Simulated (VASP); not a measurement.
Data:

```xyz
4
Lattice="-1.7515 2.3698 2.5951 1.7515 -2.3698 2.5951 1.7515 2.3698 -2.5951" Properties=species:S:1:pos:R:3 pbc="T T T"
Li     0.0000     2.3698     1.2408
Li     1.7515     0.0000     1.3543
C      0.0000     4.1146     0.0000
C      0.0000     0.6250     0.0000
```

Calculation: LDA (Ceperley-Alder, Perdew-Zunger), VASP's LDA PAW potentials (set 64) (plane waves; VASP 6.6.1). Run with 520 eV cut-off, 10×10×10 Γ-centred mesh, Gaussian smearing of 0.010 eV, potentials Li_sv C.

### Question
Predict the energy per atom (σ→0).

### Answer

The energy per atom (σ→0) is -6.031 eV/atom.

Only differences to runs with the same potentials and settings are physical.

The structure comes from a computed database's LiC entry (Immm); how it stands against other phases isn't given here. It was relaxed first, which changed the volume by -6 %.
